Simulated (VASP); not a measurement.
## Na2ZrS2 and the effect of the dispersion correction

The cell as given:

```
CELL_PARAMETERS angstrom
-2.47618 2.47618 4.04035
2.47618 -2.47618 4.04035
2.47618 2.47618 -4.04035
ATOMIC_POSITIONS crystal
Na 0.35677 0.35677 0.00000
Na 0.64323 0.64323 0.00000
Zr 0.00000 0.00000 0.00000
S 0.75000 0.25000 0.50000
S 0.25000 0.75000 0.50000
```

The cell comes from a database or a generator and needn't be the stable form of this composition.

Kept alike: task relaxation of cell and atoms; functional PBE; k mesh 6 × 6 × 6; occupations fermi-dirac, width 0.05 eV; no spin polarisation. Program: VASP, PBE PAW files Na_pv, S, Zr_sv, 600 eV. The mesh is that of the run's cell of 5 atoms. No spin-orbit coupling.

| dispersion correction | volume (Å³/atom) |
| --- | --- |
| D3(zero) | 18.522 |
| D3(BJ) | 18.310 |
| none | 19.421 |

The relaxations keep at least the cell's symmetry (I4/mmm). For a metal such a mesh leaves the last digits unconverged. Relaxations stop with a little pressure left, so the last digits of a volume or edge aren't settled. Runs of this series that gave no sound value for these columns are left out.

What does the dispersion correction change here?

The volume runs from 18.310 (D3(BJ)) to 19.421 Å³/atom (none). Against no correction: D3(zero) -4.6 %; D3(BJ) -5.7 %. Dispersion terms mostly attract and so lower the volume; the schemes' coefficients and damping set how far.
